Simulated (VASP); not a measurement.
An input for Quantum ESPRESSO's pw.x (written as the equivalent of a VASP run, and not itself run):

```
&CONTROL
  calculation = 'scf'
  pseudo_dir = './pseudo'
  outdir = './out'
  tprnfor = .true.
  tstress = .true.
/
&SYSTEM
  ibrav = 0
  nat = 2
  ntyp = 2
  ecutwfc = 74
  occupations = 'smearing'
  smearing = 'gaussian'
  degauss = 0.003675
  input_dft = 'vdw-df2'
/
&ELECTRONS
  conv_thr = 7.3e-09
  electron_maxstep = 100
/
ATOMIC_SPECIES
  Li 6.940 Li.upf
  H 1.008 H.upf
CELL_PARAMETERS angstrom
     0.0000000    2.0333336    2.0333336
     2.0333336    0.0000000    2.0333336
     2.0333336    2.0333336    0.0000000
ATOMIC_POSITIONS crystal
  Li   0.0000000  0.0000000  0.0000000
  H    0.5000000  0.5000000  0.5000000
K_POINTS automatic
  11 11 11 0 0 0
```

Question: Translate this input to VASP (INCAR, KPOINTS, POSCAR, choice of POTCAR).

Answer: Several could match; the one computed here: 
INCAR:
```
AGGAC=0.0
ALGO=Normal
EDIFF=1E-7
ENCUT=520
GGA=ML
ISIF=2
ISMEAR=0
LASPH=.TRUE.
LCHARG=.FALSE.
LREAL=.FALSE.
LUSE_VDW=.TRUE.
LWAVE=.FALSE.
NELM=100
PREC=Accurate
SIGMA=0.05
SYSTEM=LiH
ZAB_VDW=-1.8867
```

POSCAR:
```
LiH
4.0666670
  0.0000000000   0.5000000355   0.5000000355
  0.5000000355   0.0000000000   0.5000000355
  0.5000000355   0.5000000355   0.0000000000
Li H
1 1
Cart
  0.0000000000   0.0000000000   0.0000000000
  0.5000000355   0.5000000355   0.5000000355
```

**KPOINTS**
```
Automatic mesh
0
Gamma
11 11 11
0 0 0
```

POTCAR, in this order: Li_sv H (PBE.64 set). Program: vasp_std.

The two are equivalent in intent, not identical: the potentials are each code's own (VASP's PAW set, PseudoDojo norm-conserving files in pw.x), so ENCUT and ecutwfc are chosen apart and not converted; conv_thr bounds pw.x's estimated SCF error, while EDIFF bounds the energy change between steps.

The compound is LiH in the rock salt structure. This cell is one point of a volume scan, at 1.03 of the reference volume.
